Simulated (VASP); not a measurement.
# MgPb2N2 (P-3m1) in VASP: a series of runs, part 2 of 2

VASP 6.6.1.

### 4 Single point, LDA (strain +0.030 along x and y, -0.030 along z, atoms carried along)

The input, INCAR:

```
SYSTEM = MgPb2N2
PREC     = Accurate       ! precision mode
ENCUT    = 520            ! plane-wave cutoff, eV
EDIFF    = 1E-6           ! SCF threshold, eV
ISMEAR   = 0              ! smearing method
SIGMA    = 0.05           ! smearing width, eV
LREAL    = .False.        ! projectors in reciprocal space
LASPH    = .True.         ! aspherical terms in the spheres
NELM     = 100            ! most SCF steps
ALGO     = Fast           ! electronic algorithm
ISIF     = 2              ! what is computed and relaxed
LWAVE    = .False.        ! write WAVECAR
LCHARG   = .False.        ! write CHGCAR
GGA      = CA             ! functional
NBANDS   = 28             ! bands
```

The input, KPOINTS:

```
regular mesh
0
Gamma
  9 9 4
  0 0 0
```

The input, POSCAR:

```
MgPb2N2
1.0
    3.4934965383      0.0000000000      0.0000000000
   -1.7467482692      3.0254567502      0.0000000000
    0.0000000000      0.0000000000      8.9579112278
Mg Pb N
1 2 2
Direct
    0.0000000000      0.0000000000      0.0000000000
    0.6666666667      0.3333333333      0.2865500000
    0.3333333333      0.6666666667      0.7134500000
    0.6666666667      0.3333333333      0.8618210000
    0.3333333333      0.6666666667      0.1381790000
```

Launch:

```sh
cat potpaw_LDA.64/Mg/POTCAR potpaw_LDA.64/Pb_d/POTCAR potpaw_LDA.64/N/POTCAR > POTCAR
mpirun -np 1 vasp_std > vasp.out
```

Wall time 2.8 min (1 thread of Intel Xeon Platinum 8488C (Sapphire Rapids), shared host); peak memory 0.26 GiB.

It converged, with:

```yaml
Free_energy: -28.5305 eV
Pressure: -8.3 GPa
Largest_force: 0.294 eV/Å
Band_gap_on_the_k_mesh: 0.02 eV, direct
```

Forces in eV/Å, atoms in the order of the input:
```
Mg   0.000  0.000  0.000
Pb   0.000  0.000 -0.294
Pb   0.000  0.000  0.294
N    0.000  0.000 -0.222
N    0.000  0.000  0.222
```

Stress tensor (GPa, compression positive):
```
-10.74   0.00   0.00
  0.00 -10.74   0.00
  0.00   0.00  -3.40
```

Levels at points of the mesh, in eV from the valence-band top:
```
           k point  band 18  band 19  band 20  band 21  band 22  band 23
(0.00, 0.00, 0.00)    -1.09    -1.09     0.00     0.02     2.13     6.55
(0.00, 0.00, 0.50)    -1.30    -1.09    -1.09     1.12     2.11     6.39
```

Caveat: spin-orbit coupling is left out, which as a rule narrows the gap of such compounds by several tenths of an eV; an odd mesh through Γ misses points on the zone boundary, where band edges often lie.

### 5 Single point, LDA (strain +0.000 along x and y, -0.030 along z, atoms carried along)

The input, INCAR:

```
ALGO = Normal ; EDIFF = 1E-6
ENCUT = 520 ; ISIF = 2
ISMEAR = 0 ; LASPH = T
LCHARG = F ; LREAL = F
LWAVE = F ; NBANDS = 28
NELM = 100 ; PREC = Accurate
SIGMA = 0.05
```

The input, KPOINTS:

```
k-points
0
Gamma
  9 9 4
```

POSCAR, as its differences from that of step 4:

```diff
@@ -2,4 +2,4 @@
 1.0
-    3.4934965383      0.0000000000      0.0000000000
-   -1.7467482692      3.0254567502      0.0000000000
+    3.3917442120      0.0000000000      0.0000000000
+   -1.6958721060      2.9373366507      0.0000000000
     0.0000000000      0.0000000000      8.9579112278
```

Potentials or basis: VASP PAW LDA potentials, release 64 (Mg, Pb_d, N).

Launch:

```sh
cat potpaw_LDA.64/Mg/POTCAR potpaw_LDA.64/Pb_d/POTCAR potpaw_LDA.64/N/POTCAR > POTCAR
mpirun -np 1 vasp_std > vasp.out
```

OUTCAR:

```text
EDIFF = 1E-6
   ENCUT = 520
   ISIF = 2
   ISMEAR = 0
   LASPH = T
   LREAL = F
   NELM = 100
   PREC = Accurate

 ion  position               nearest neighbor table
   1  0.000  0.000  0.000-   4 2.32   5 2.32   5 2.32   4 2.32   4 2.32   5 2.32   2 3.23   3 3.23
                             3 3.23   2 3.23   3 3.23   2 3.23
   2  0.667  0.333  0.287-   5 2.37   5 2.37   5 2.37   1 3.23   1 3.23   1 3.23
   3  0.333  0.667  0.713-   4 2.37   4 2.37   4 2.37   1 3.23   1 3.23   1 3.23
   4  0.667  0.333  0.862-   1 2.32   1 2.32   1 2.32   3 2.37   3 2.37   3 2.37
   5  0.333  0.667  0.138-   1 2.32   1 2.32   1 2.32   2 2.37   2 2.37   2 2.37

  LATTYP: Found a hexagonal cell.
 ALAT       =     3.3917442120
 C/A-ratio  =     2.6410928030

  Lattice vectors:

 A1 = (   3.3917442120,   0.0000000000,   0.0000000000)
 A2 = (  -1.6958721060,   2.9373366507,   0.0000000000)
 A3 = (   0.0000000000,   0.0000000000,   8.9579112278)

Analysis of symmetry for initial positions (statically):
=====================================================================
 Subroutine PRICEL returns:
[... 181 lines left out ...]
 val. band max:        5.9254113031   @ k =   0.0000   0.0000   0.0000
 cond. band min:       6.3829547348   @ k =   0.0000   0.0000   0.0000
 fundamental gap:      0.4575434317
 Fermi energy:         6.1639620392

 k-point     1 :       0.0000    0.0000    0.0000
  band No.  band energies     occupation
      1     -10.7744      2.00000
      2     -10.7744      2.00000
      3     -10.7732      2.00000
      4     -10.7732      2.00000
      5     -10.7639      2.00000
      6     -10.7593      2.00000
[... 733 lines left out ...]
     27      13.5765      0.00000
     28      14.0006      0.00000

 [... further k-points ...]

------------------------ aborting loop because EDIFF is reached ----------------------------------------

  FORCE on cell =-STRESS in cart. coord.  units (eV):
  Direction    XX          YY          ZZ          XY          YZ          ZX
  --------------------------------------------------------------------------------------
  -------------------------------------------------------------------------------------
  Total       -3.1589561     -3.1589561     -0.5548575      0.0000000      0.0000000      0.0000000
  in kB      -56.7114303    -56.7114303     -9.9611261      0.0000000      0.0000000      0.0000000
  external PRESSURE =     -41.1279956 kB  Pullay stress =       0.0000000 kB

 VOLUME and BASIS-vectors are now :
 -----------------------------------------------------------------------------
  energy-cutoff  :      520.00
  volume of cell :       89.24
      direct lattice vectors                 reciprocal lattice vectors
     3.391744212  0.000000000  0.000000000     0.294833554  0.170222232  0.000000000
    -1.695872106  2.937336651  0.000000000     0.000000000  0.340444463  0.000000000
     0.000000000  0.000000000  8.957911228     0.000000000  0.000000000  0.111633167

 POSITION                                       TOTAL-FORCE (eV/Angst)
 -----------------------------------------------------------------------------------
      0.00000      0.00000      0.00000         0.000000      0.000000      0.000000
      1.69587      0.97911      2.56689         0.000000     -0.000000      0.029530
     -0.00000      1.95822      6.39102        -0.000000      0.000000     -0.029530
      1.69587      0.97911      7.72012         0.000000      0.000000     -0.038900
     -0.00000      1.95822      1.23780        -0.000000     -0.000000      0.038900
 -----------------------------------------------------------------------------------
    total drift:                                0.000000     -0.000000      0.000000

  FREE ENERGIE OF THE ION-ELECTRON SYSTEM (eV)
  ---------------------------------------------------
  free  energy   TOTEN  =       -28.8111908100 eV

  energy  without entropy=      -28.8111908100  energy(sigma->0) =      -28.81119081
```

OSZICAR:

```text
N       E                     dE             d eps       ncg     rms          rms(c)
DAV:   1     0.440953092387E+03    0.44095E+03   -0.19595E+04  2424   0.162E+03
DAV:   2     0.238730431564E+02   -0.41708E+03   -0.40206E+03  2448   0.430E+02
DAV:   3    -0.316647427863E+02   -0.55538E+02   -0.53642E+02  3176   0.171E+02
DAV:   4    -0.343396477351E+02   -0.26749E+01   -0.26601E+01  3008   0.382E+01
DAV:   5    -0.344188406223E+02   -0.79193E-01   -0.79110E-01  3068   0.706E+00    0.123E+01
DAV:   6    -0.292457984223E+02    0.51730E+01   -0.35946E+01  4088   0.520E+01    0.593E+00
DAV:   7    -0.288886725497E+02    0.35713E+00   -0.54617E+00  2832   0.127E+01    0.321E+00
DAV:   8    -0.288632891862E+02    0.25383E-01   -0.52441E-01  2936   0.386E+00    0.173E+00
DAV:   9    -0.288150905403E+02    0.48199E-01   -0.88771E-02  3432   0.207E+00    0.501E-01
DAV:  10    -0.288119380889E+02    0.31525E-02   -0.36332E-02  3768   0.127E+00    0.230E-01
DAV:  11    -0.288112105220E+02    0.72757E-03   -0.60811E-03  3516   0.456E-01    0.852E-02
DAV:  12    -0.288112323996E+02   -0.21878E-04   -0.79777E-04  3504   0.181E-01    0.540E-02
DAV:  13    -0.288111932069E+02    0.39193E-04   -0.14804E-04  3764   0.939E-02    0.263E-02
DAV:  14    -0.288111907864E+02    0.24205E-05   -0.33697E-05  2692   0.292E-02    0.431E-03
DAV:  15    -0.288111908100E+02   -0.23675E-07   -0.80146E-07  1752   0.912E-03
   1 F= -.28811191E+02 E0= -.28811191E+02  d E =-.417542E-12
```

It took 2.3 min on 1 thread of Intel Xeon Platinum 8488C (Sapphire Rapids), shared host; peak memory 0.25 GiB.

What came out:

```yaml
Free_energy: -28.8112 eV
Pressure: -4.1 GPa
Largest_force: 0.039 eV/Å
Band_gap_on_the_k_mesh: 0.46 eV, direct
```

Forces in eV/Å, atoms in the order of the input:
```
Mg   0.000  0.000  0.000
Pb   0.000  0.000  0.030
Pb   0.000  0.000 -0.030
N    0.000  0.000 -0.039
N    0.000  0.000  0.039
```

Levels at points of the mesh, in eV from the valence-band top:
| k point | band 17 | band 18 | band 19 | band 20 | band 21 | band 22 | band 23 | band 24 |
| --- | --- | --- | --- | --- | --- | --- | --- | --- |
| (0.00, 0.00, 0.00) | -1.31 | -0.94 | -0.94 | 0.00 | 0.46 | 2.53 | 7.29 | 7.38 |
| (0.00, 0.00, 0.50) | -1.31 | -1.29 | -0.95 | -0.95 | 1.47 | 2.47 | 7.15 | 7.23 |

Caveat: spin-orbit coupling is left out, which as a rule narrows the gap of such compounds by several tenths of an eV; an odd mesh through Γ misses points on the zone boundary, where band edges often lie.

### 6 The runs side by side

| cell | gap on the mesh (eV) | pressure (GPa) | largest force (eV/Å) |
| --- | --- | --- | --- |
| strain +0.030 along x and y, +0.000 along z, atoms carried along | 0.17 | -10.0 | 0.80 |
| strain -0.030 along x and y, +0.000 along z, atoms carried along | 0.87 | -1.2 | 0.22 |
| strain +0.030 along x and y, -0.030 along z, atoms carried along | 0.02 | -8.3 | 0.29 |
| strain +0.000 along x and y, -0.030 along z, atoms carried along | 0.46 | -4.1 | 0.04 |

Alike in all rows: task single point; level LDA; potentials or basis VASP PAW LDA potentials, release 64 (Mg, Pb_d, N); no spin polarisation; k mesh 9 × 9 × 4; cutoff (eV) 520; smearing gaussian 0.05 eV.

Caveats: spin-orbit coupling is left out, which as a rule narrows the gap of such compounds by several tenths of an eV; an odd mesh through Γ misses points on the zone boundary, where band edges often lie.

Absolute energies hang on the potentials; compare differences alone.
